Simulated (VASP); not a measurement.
Level of theory: MS2 meta-GGA, VASP's PBE PAW potentials (set 64) (plane waves; VASP).

VASP input:

File POSCAR:
```
PbO2
1
    4.9936779014     0.0000000000     0.0000000000
    0.0000000000     4.9936779014     0.0000000000
    0.0000000000     0.0000000000     3.4168354435
Pb O
2 4
Direct
  1.0000000000   0.0000000000   0.0000000000
  0.5000000000   0.5000000000   0.5000000000
  0.3074101816   0.3074101816   1.0000000000
  0.8074101816   0.1925898184   0.5000000000
  0.1925898184   0.8074101816   0.5000000000
  0.6925898184   0.6925898184   0.0000000000
```

**KPOINTS**
```
K-points
0
Gamma
 4 4 6
```

INCAR:
```
SYSTEM = PbO2
PREC = Accurate
ENCUT = 520
EDIFF = 1E-6
NELM = 100
ALGO = Normal
LREAL = .FALSE.
LASPH = .TRUE.
ISMEAR = 0
SIGMA = 0.05
METAGGA = MS2
LMIXTAU = .TRUE.
LMAXMIX = 4
LWAVE = .FALSE.
LCHARG = .FALSE.
IBRION = 2
ISIF = 3
NSW = 60
EDIFFG = -0.02
```

POTCAR, in this order: Pb_d O (PBE.64 set). Program: vasp_std.

Unless said otherwise, spin-orbit coupling is left out, though it shifts the bands of the heavy elements here.

Q: Predict the energy per atom (σ→0), volume per atom, band gap (on the k-mesh).

A: 
```yaml
energy per atom (σ→0): -0.225 eV/atom
band gap (on the k-mesh): 0.10 eV
volume_per_atom: 14.29 Å³/atom
```

OSZICAR:
```
...
DAV:   4    -0.135129570676E+01    0.52873E-03   -0.36999E-03  1783   0.114E+00    0.551E-02
DAV:   5    -0.135171888049E+01   -0.42317E-03   -0.49346E-04  2078   0.280E-01    0.382E-02
DAV:   6    -0.135157643494E+01    0.14245E-03   -0.24070E-05  1733   0.451E-02    0.312E-02
DAV:   7    -0.135176488317E+01   -0.18845E-03   -0.20862E-04  1878   0.187E-01    0.705E-03
DAV:   8    -0.135174335352E+01    0.21530E-04   -0.14430E-05  1709   0.358E-02    0.597E-03
DAV:   9    -0.135175343257E+01   -0.10079E-04   -0.15502E-05  1878   0.521E-02    0.113E-03
DAV:  10    -0.135175432072E+01   -0.88815E-06   -0.64467E-07  1192   0.859E-03
   3 F= -.13517543E+01 E0= -.13515501E+01  d E =-.169539E-02
```

The compound is PbO2 in the rutile structure. This run relaxes it. Symmetry was kept, so distortions that lower it aren't found. The start is the result of an earlier pass.
